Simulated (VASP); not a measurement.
Input of a VASP 6.6.1 run:

File INCAR:

```
SYSTEM = Mg16Au7
PREC     = Accurate       ! precision mode
ENCUT    = 520            ! plane-wave cutoff, eV
EDIFF    = 1E-7           ! SCF threshold, eV
ISMEAR   = -1             ! smearing method
SIGMA    = 0.05           ! smearing width, eV
LREAL    = Auto         
LASPH    = .TRUE.         ! aspherical terms in the spheres
NELM     = 100            ! most SCF steps
ALGO     = Fast           ! electronic algorithm
ISIF     = 2              ! what is computed and relaxed
LWAVE    = .FALSE.        ! write WAVECAR
LCHARG   = .FALSE.        ! write CHGCAR
GGA      = CA             ! functional
NBANDS   = 72             ! bands
```

Contents of KPOINTS:

```
Automatic mesh
0
G
  2 2 2
  0 0 0
```

File POSCAR:

```
Mg16Au7
1.0
    6.1351573700      0.0000000000      0.0000000000
    0.0000000000      9.0712827400      0.0000000000
    0.0000000000      0.0000000000      8.2845697200
Mg Au
16 7
Direct
    0.8290462156      0.1226527749      0.0640202229
    0.6780874147      0.3758232543      0.5751171347
    0.3348551433      0.1290128457      0.4374695515
    0.1535717738      0.3758565462      0.9362746965
    0.4523848098      0.1198546039      0.8014084285
    0.0359537640      0.3756356292      0.3045297566
    0.9749153346      0.1170461808      0.6869260797
    0.5284373007      0.3760105486      0.2011287316
    0.8291743297      0.6290485220      0.0639721818
    0.6694711728      0.8756396673      0.5579647654
    0.3347835884      0.6225945285      0.4373762455
    0.1628054408      0.8759091991      0.9422698177
    0.4523121140      0.6317544237      0.8013084836
    0.0405401174      0.8758580487      0.3084500567
    0.9751079947      0.6343517411      0.6867187063
    0.5298542163      0.8758633401      0.1915017984
    0.2694664375      0.1301743131      0.1116615626
    0.2331995601      0.3757626234      0.6184825734
    0.7734649193      0.1269017881      0.3861505314
    0.2695707543      0.6216070165      0.1115826206
    0.2400401345      0.8757685355      0.6182206407
    0.7735193596      0.6245320714      0.3859488311
    0.7249963989      0.8758731513      0.8817864110
```

Potentials or basis: VASP PAW LDA potentials, release 64 (Mg, Au).

Command:

```console
$ cat potpaw_LDA.64/Mg/POTCAR potpaw_LDA.64/Au/POTCAR > POTCAR
$ mpirun -np 1 vasp_std > vasp.out
```

Task: What does it give for the largest force?

Result: 0.028 eV/Å.

Task: Predict the pressure.

Result: -4.1 GPa.

Task: Predict the band gap on the k mesh.

Result: None (metal or under the smearing width).

Forces in eV/Å, atoms in the order of the input:
```
Mg   0.011  0.003  0.006
Mg  -0.010 -0.002  0.009
Mg   0.004 -0.001 -0.001
Mg  -0.005 -0.001  0.003
Mg  -0.003  0.001 -0.024
Mg  -0.003  0.003 -0.004
Mg   0.010 -0.007  0.008
Mg  -0.005 -0.004  0.027
Mg   0.013 -0.001  0.002
Mg  -0.011  0.002 -0.014
Mg   0.005 -0.001 -0.002
Mg  -0.002 -0.002  0.003
Mg   0.000  0.001 -0.021
Mg  -0.009 -0.001 -0.020
Mg   0.007  0.010  0.011
Mg  -0.003  0.000  0.026
Au  -0.005 -0.009  0.007
Au   0.000 -0.001  0.007
Au  -0.003 -0.009 -0.013
Au  -0.006  0.009  0.004
Au   0.010  0.001 -0.006
Au  -0.004  0.012 -0.010
Au   0.009 -0.003  0.002
```

Caveat: the k mesh is coarse (spacing up to 0.51 Å⁻¹), so the values aren't converged. Spin-orbit coupling is left out, which matters for the levels of Au.
